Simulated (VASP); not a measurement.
These are PBEsol GGA, VASP's PBE PAW potentials (set 64) (plane waves; VASP) values and carry that method's errors.

VASP input:

INCAR:
```
ALGO  =  Normal
EDIFF  =  1E-7
ENCUT  =  520
GGA  =  PS
ISIF  =  2
ISMEAR  =  0
LASPH  =  .TRUE.
LCHARG  =  .FALSE.
LREAL  =  .FALSE.
LWAVE  =  .FALSE.
NELM  =  100
PREC  =  Accurate
SIGMA  =  0.05
SYSTEM  =  LiF
```

**POSCAR**
```
LiF
1
    0.0000000000     1.9818201805     1.9818201805
    1.9818201805     0.0000000000     1.9818201805
    1.9818201805     1.9818201805     0.0000000000
Li F
1 1
Direct
  0.0000000000   0.0000000000   0.0000000000
  0.5000000000   0.5000000000   0.5000000000
```

### KPOINTS
```
Automatic mesh
0
gamma
 11 11 11
0 0 0
```

POTCAR, in this order: Li_sv F (PBE.64 set). Program: vasp_std.

Output of the run:

**OSZICAR**
```
       N       E                     dE             d eps       ncg     rms          rms(c)
DAV:   1     0.299044867222E+02    0.29904E+02   -0.58632E+03  1032   0.112E+03
DAV:   2    -0.931202342904E+01   -0.39217E+02   -0.38780E+02  1122   0.210E+02
DAV:   3    -0.102607302004E+02   -0.94871E+00   -0.94626E+00  1288   0.303E+01
DAV:   4    -0.102729080868E+02   -0.12178E-01   -0.12175E-01  1346   0.328E+00
DAV:   5    -0.102729907759E+02   -0.82689E-04   -0.82688E-04  1334   0.184E-01    0.406E+00
DAV:   6    -0.984658994841E+01    0.42640E+00   -0.21903E+00  1028   0.116E+01    0.137E+00
DAV:   7    -0.984470402118E+01    0.18859E-02   -0.17140E-02  1398   0.149E+00    0.824E-01
DAV:   8    -0.984696288750E+01   -0.22589E-02   -0.12128E-02  1413   0.152E+00    0.921E-02
DAV:   9    -0.984703173672E+01   -0.68849E-04   -0.89335E-04  1107   0.329E-01    0.407E-02
DAV:  10    -0.984706347974E+01   -0.31743E-04   -0.11393E-04  1118   0.102E-01    0.486E-03
DAV:  11    -0.984706404258E+01   -0.56284E-06   -0.22497E-06  1367   0.199E-02    0.205E-03
DAV:  12    -0.984706419007E+01   -0.14749E-06   -0.46063E-07  1157   0.779E-03    0.825E-04
DAV:  13    -0.984706415425E+01    0.35819E-07   -0.44367E-08   642   0.222E-03
   1 F= -.98470642E+01 E0= -.98470642E+01  d E =-.938045E-20
```

OUTCAR:
```
------------------------ aborting loop because EDIFF is reached ----------------------------------------
  FORCE on cell =-STRESS in cart. coord.  units (eV):
  Direction    XX          YY          ZZ          XY          YZ          ZX
  --------------------------------------------------------------------------------------
  Total        0.2282336      0.2282336      0.2282336      0.0000000      0.0000000     -0.0000000
  in kB       23.4891530     23.4891530     23.4891530      0.0000000      0.0000000     -0.0000000
  external PRESSURE =      23.4891530 kB  Pullay stress =       0.0000000 kB
  volume of cell :       15.57
      direct lattice vectors                 reciprocal lattice vectors
     0.000000000  1.981820180  1.981820180    -0.252293324  0.252293324  0.252293324
     1.981820180  0.000000000  1.981820180     0.252293324 -0.252293324  0.252293324
     1.981820180  1.981820180  0.000000000     0.252293324  0.252293324 -0.252293324
  FREE ENERGIE OF THE ION-ELECTRON SYSTEM (eV)
  ---------------------------------------------------
  free  energy   TOTEN  =        -9.8470641542 eV

  energy  without entropy=       -9.8470641542  energy(sigma->0) =       -9.84706415
```
(Selected blocks of OUTCAR.)

The compound is LiF in the rock salt structure. This cell is one point of a volume scan, at 0.97 of the reference volume.
